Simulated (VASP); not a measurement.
Given:

```yaml
crystal:
  lattice:
    - [2.89447, 0.00000, 0.00000]
    - [0.00000, 2.89447, 0.00000]
    - [0.00000, 0.00000, 2.89447]
  atoms:
    - { symbol: Al, position: [0.50000, 0.50000, 0.50000] }
    - { symbol: Ni, position: [0.00000, 0.00000, 0.00000] }
```

All values below come from PW91 GGA, VASP's PBE PAW potentials (set 64) (plane waves; VASP 6.6.1). Numerical set-up: 520 eV cut-off, 13×13×13 Γ-centred mesh, first-order Methfessel-Paxton smearing of 0.10 eV, potentials Al Ni.

Task: Estimate the energy per atom (σ→0), band gap (on the k-mesh) with the smallest direct gap where there is one.

Result: 
```
Item                                                         Value
------------------------  ----------------------------------------
band gap (on the k-mesh)  none (metal, semimetal or under 0.01 eV)
energy per atom (σ→0)                               -5.246 eV/atom
```

Only differences to runs with the same potentials and settings are physical.

The compound is NiAl in the CsCl type structure. It was relaxed first. The run is not spin-polarised, so no magnetic state was tried. The electron count is odd and the run is not spin-polarised, which forces a metal.
